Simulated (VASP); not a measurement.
Given:

```
RbCl
1.0
    0.00000     3.33252     3.33252
    3.33252     0.00000     3.33252
    3.33252     3.33252     0.00000
Rb Cl
1 1
Direct
  0.00000   0.00000   0.00000
  0.50000   0.50000   0.50000
```

Computed with vdW-DF2, VASP's PBE PAW potentials (set 64) (plane waves; VASP). Numerical set-up: 520 eV cut-off, Gaussian smearing of 0.050 eV, potentials Rb_sv Cl.

**Question.** Give the energies of bands 6 to 11 at the high-symmetry points, in eV from the valence-band maximum.

**Answer.** 
```json
[
 {"band": "6", "Γ": "0.00", "X": "-0.34", "U": "-0.40", "L": "-0.85", "W": "-0.42"},
 {"band": "7", "Γ": "0.00", "X": "-0.11", "U": "-0.30", "L": "-0.31", "W": "-0.25"},
 {"band": "8", "Γ": "0.00", "X": "-0.11", "U": "-0.21", "L": "-0.31", "W": "-0.25"},
 {"band": "9", "Γ": "4.50", "X": "5.93", "U": "6.63", "L": "7.29", "W": "7.31"},
 {"band": "10", "Γ": "7.74", "X": "7.63", "U": "8.27", "L": "7.51", "W": "7.31"},
 {"band": "11", "Γ": "7.74", "X": "9.14", "U": "8.59", "L": "9.81", "W": "8.92"}
]
```

The gap is direct, 4.50 eV, from the valence maximum at Γ to the conduction minimum at Γ.

Measured: gap 8.50 eV (computed value off by -4.00 eV), as given by Aguado et al., (1998), arXiv:cond-mat/9809176.

The compound is RbCl in the rock salt structure. It was relaxed first.
